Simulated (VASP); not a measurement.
Given:

```xyz
2
Lattice="0.0000 1.8192 1.8192 1.8192 0.0000 1.8192 1.8192 1.8192 0.0000" Properties=species:S:1:pos:R:3 pbc="T T T"
C      0.0000     0.0000     0.0000
C      0.9096     0.9096     0.9096
```

Method: r2SCAN meta-GGA, VASP's PBE PAW potentials (set 64) (plane waves; VASP). Numerical set-up: 520 eV cut-off, 11×11×11 Γ-centred mesh, Gaussian smearing of 0.050 eV, potentials C.

**Question.** Give the stress tensor in GPa (positive for a compressed cell).

**Answer.** 
```
-25.14    0.00    0.00
  0.00  -25.14    0.00
  0.00    0.00  -25.14
```
The pressure is its mean diagonal, -25.14 GPa.

The compound is C in the diamond structure. The cell was not relaxed at this level. The run is one of a series of settings (GGA removed, LMIXTAU = .TRUE., METAGGA = R2SCAN against the base run), some of them coarse on purpose.
